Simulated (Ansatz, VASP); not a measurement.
# Ru (Ruthenium) in two plane-wave programs

Wanted: the spread between two codes on one cell, functional and k mesh. The cell is taken from a series of runs on this material, whose earlier steps may have relaxed, scaled, displaced or heated it; both programs get it as it stands.

Calculated with Ansatz 0.2.0; plane waves, with VASP 6.6.1 beside it; zone-centre phonons at PBEsol.

## 1. Starting point

The structure is hexagonal, space group P6_3/mmc (No. 194). The conventional cell has a = 2.728 Å, b = 2.728 Å, c = 4.300 Å, α = 90.00°, β = 90.00°, γ = 120.00°. Nearest to Ru lie 12 Ru at 2.66 to 2.73 Å.

## 2. Ansatz: zone-centre phonons, PBEsol

Ansatz runs on its PAW soft_1 files.

Second derivatives magnify differences that forces hide, and they need a tight electronic threshold.

The input, input.yaml:

```yaml
crystal:
  lattice:
    - [2.7275869711, 0.0, 0.0]
    - [-1.3637934855, 2.362159608, 0.0]
    - [0.0, 0.0, 4.2999045251]
  atoms:
    - { symbol: Ru, position: [0.3333333333, 0.6666666667, 0.25] }
    - { symbol: Ru, position: [0.6666666667, 0.3333333333, 0.75] }
kpoints:
  mp_grid: { grid: [18, 18, 12] }
hamiltonian:
  xc: pbesol
  pseudopotentials: { kind: paw, azcp: { folder: soft_1 }, xc_functional: pbe }
scf:
  occupations: { method: methfessel_paxton, width: 0.2 }
output:
  eigenvalues: true
phonons:
  method: dfpt
```

Command:

```
> ansatz run input.yaml --threads 4 --pin off --max-ram 10240MiB --backend cpu --events-out ev --progress --plain --runs-dir out
```

Numbers of over 12 decimals in the logs are rounded to 6 here.

Output:

```text
zone centre: on kpoints.mp_grid the ground state, and the responses unless they are solved on pairs of k-points, stand on 637 of the mesh's 3888 k-points, reduced under 4 symmetry operations, with k and −k counted as one. Each operation leaves every solved displacement unchanged or reverses it
Engine: ansatz 0.2.0, aarch64-unknown-linux-gnu
Pseudopotentials: kind: paw
Pseudopotential: Ru, paw, valence charge 16, recommended cutoff 420 eV (normal), soft_1/Ru.paw.azcp
Functional definition: PBEsol
  exchange = pbesol_x
  correlation = pbesol_c
Crystal: 2 atoms, lattice volume = 27.704 Å³
Basis set: ecut = 420 eV, 537 PW (Γ), exchange–correlation on 40×40×60 points (8 copies of the dense FFT grid, shifted against one another)
Bands: 20, of which v1, the nominal top of the filled ones, is band 16 counted from 1 (15 counted from 0)
Symmetry: 24 space group operations
k-points: 637 of 3888 (irreducible under 4 space group operations, time reversal used)
Non-local potential: Ru, projectors of the file, l = 0: 3, l = 1: 2, l = 2: 2, l = 3: 1
PAW form: soft (Blöchl's): semilocal exchange-correlation on the pseudo side does not see the compensation charge
PAW frozen core: Ru, regenerated for the run's functional, and the local potential with it (the file was generated under x = pbe(κ = 0.804, μ = 0.219515), c = pbe(β = 0.066725))
PAW one-centre angular grid: Ru, 590 points (default); XC on 64 Gauss nodes
Initial density: superposition of atomic densities (chi_scale 0.1, normalization cell)
Initial wavefunctions: pseudopotential atomic-orbital guess
Functional: x = pbesol(κ = 0.804, μ = 0.123457), c = pbesol(β = 0.046)
SCF iter   1: F=—  HF=-11634.580822 eV  |F-HF|=—  |Δ(HF+E_count)|=         —  Δρ=1.31e-1  dr2=4.63e0  ethr=3.10e-3  ⟨swp⟩=5.1  Hψ=111073  notcnv=0  defer=51
automatic band count: the SCF goes on with 24 bands, as 20 were too few: they end inside the smearing window of the response
preconditioner: auto → none  [metal: Δε(μ)=0.039 eV  Ē_g=11.298 eV  σ=0.200 eV  W_gap=0.17  n_scr=8 (ndim 8)  ℏωp=28.2 eV  f_vac=0.000  D(μ)=1.53/eV (n_scr^D=22)  sad-step TF]
SCF iter   2: F=—  HF=-11633.537206 eV  |F-HF|=—  |Δ(HF+E_count)|=    1.04e0  S|Δr|=    0.00e0  Δρ=7.46e-2  dr2=1.50e0  ethr=3.10e-3  ⟨swp⟩=2.8  Hψ=30214  notcnv=0  defer=1699
SCF iter   3: F=—  HF=-11633.051797 eV  |F-HF|=—  |Δ(HF+E_count)|=   4.85e-1  S|Δr|=    0.00e0  Δρ=3.90e-3  dr2=1.76e-3  ethr=3.10e-3  ⟨swp⟩=2.2  Hψ=22832  notcnv=0  defer=1699
SCF iter   4: F=—  HF=-11633.052801 eV  |F-HF|=—  |Δ(HF+E_count)|=   1.00e-3  S|Δr|=    0.00e0  Δρ=3.70e-4  dr2=9.47e-6  ethr=5.51e-6  ⟨swp⟩=2.5  Hψ=30646  notcnv=0  defer=1561
SCF iter   5: F=—  HF=-11633.052812 eV  |F-HF|=—  |Δ(HF+E_count)|=   1.06e-5  S|Δr|=    0.00e0  Δρ=1.63e-4  dr2=4.59e-6  ethr=2.96e-8  ⟨swp⟩=2.0  Hψ=23975  notcnv=0  defer=1561
SCF iter   6: F=—  HF=-11633.052810 eV  |F-HF|=—  |Δ(HF+E_count)|=   2.11e-6  S|Δr|=    0.00e0  Δρ=3.29e-5  dr2=2.15e-7  ethr=1.43e-8  ⟨swp⟩=2.8  Hψ=23828  notcnv=0  defer=1561
SCF iter   7: F=—  HF=-11633.052809 eV  |F-HF|=—  |Δ(HF+E_count)|=   3.83e-7  S|Δr|=    0.00e0  Δρ=1.93e-6  dr2=4.07e-10  ethr=6.71e-10  ⟨swp⟩=2.1  Hψ=21198  notcnv=0  defer=1561
SCF iter   8: F=-11633.052809 eV  HF=-11633.052809 eV  |F-HF|=3.64e-12  |Δ(HF+E_count)|=  7.64e-11  S|Δr|=    0.00e0  Δρ=1.44e-7  dr2=3.94e-12  ethr=1.00e-12  ⟨swp⟩=10.7  Hψ=79788  notcnv=0
SCF 1 converged in 8 iterations: F = -11633.052809 eV  dr2 = 3.94e-12
  greatest PAW one-centre occupation: 1.000 electrons in one spin orbital (limit 2), on the Ru atom at site 1 (counted from 0), in its partial waves of l = 0
DFPT response loops at Γ: preconditioner auto → Kerker (q_TF=auto, 2.795 Å⁻¹) (partly filled bands, converged f_vac=0.000); β = 1.00, the filter's whole step (`scf.mixing.beta` (0.50) is not read by the response loops under this deck's `scf.mixing.preconditioner`; to damp them name `kerker` or `kerker_dos`, under which they read `scf.mixing.beta`, and type it under 1.00, their step now; both keys bind the ground state too); Broyden in place of MSR1
SCF converged after 8 iterations
Stability not checked: this state was not tested for a lower state beside it, because cold or Methfessel-Paxton smearing, or corrected tetrahedra, fill the levels in a way that the test cannot read (fill_not_monotonic; see scf.lower_state_search)
Free energy (F): -11633.052809 eV
Harris-Foulkes:  -11633.052809 eV  (|F-HF|=3.64e-12)
Internal energy: -11633.053091 eV  (E = F + TS)
E sigma→0 (E₀):  -11633.052880 eV
Entropy (-TS):   0.000282 eV (0.141 meV/atom)
Fermi energy:    22.611282 eV
--- Per-component energies (eV) ---
  E_band       = -132.887195
  E_kinetic    = 918.043492
  E_local      = -2582.429053  (includes V_loc(G=0)·N_el)
  E_nonlocal   = 828.316880
  E_hartree    = 852.198098
  E_xc         = -337.689778
  E_vxc        = -428.372138  (∫ρ·V_xc dr)
  E_paw        = -6879.700689  (= ΣΔE_a)
  E_vpaw       = -572.843879  (= ΣTr[D̂ρ^β])
  E_aug_tail   = 0.001200  (compensation charges beyond the density's cutoff)
  E_ewald      = -4432.299834
  E_core_change = 0.506593  (= ΣΔE_core)
  E_smearing   = 0.000282  (= −TS)
  E_closure    = -0.000000  (closes the sum)
  Σ components = -11633.052809   (vs F -11633.052809, Δ=0.00e0)
--- Band table (eV; the first three rows and the last of 637) ---
  k-point 0: bands = [... 12 lower, 20.2833, 20.7487, 20.7487, 21.2284, 21.2284, 23.7673, 23.7673, 23.8578, ... 4 higher]
  k-point 1: bands = [... 12 lower, 20.2441, 20.7019, 20.7019, 21.3405, 21.3405, 23.5905, 23.7731, 23.7731, ... 4 higher]
  k-point 2: bands = [... 12 lower, 20.1355, 20.5748, 20.5748, 21.6211, 21.6211, 22.9077, 23.7753, 23.7753, ... 4 higher]
  k-point 636: bands = [... 12 lower, 20.0167, 20.0167, 21.3101, 21.3101, 24.2059, 24.2059, 27.5130, 27.5130, ... 4 higher]
--- Phonons (Γ-DFPT): 2 representative perturbations + reference, on 637 of 3888 k-points (Σ response iterations 6) ---
  k mesh reduced under 4 symmetry operations, with k and −k counted as one. Each operation leaves every solved displacement unchanged or reverses it
  ASR residual: 9.551e-5 → 0.000e0 eV/Å²; symmetrization residual: 8.852e-10 eV/Å²
  ASR residual per site (eV/Å²): 9.55e-5 9.55e-5
  Γ frequencies (cm⁻¹): 0.00 0.00 0.00 195.73 195.73 243.28
  non-analytic LO–TO correction: not included (Born effective charges unavailable; polar crystals: no LO–TO splitting at Γ)
```

(Continued in part 2 of 2.)

[Lines on the potential files, build, host, timing and source positions are cut from VASP's logs without a mark.]

[Logs are printed without paths, hosts, clocks, repeated set-up lines and the standing remarks that a program may print on its own settings, such as how far it seeks lower states.]

[Hosts, paths, dates, database ids (printed as entryN), source tags and the programs' standing remarks are cut or masked in the printed files.]
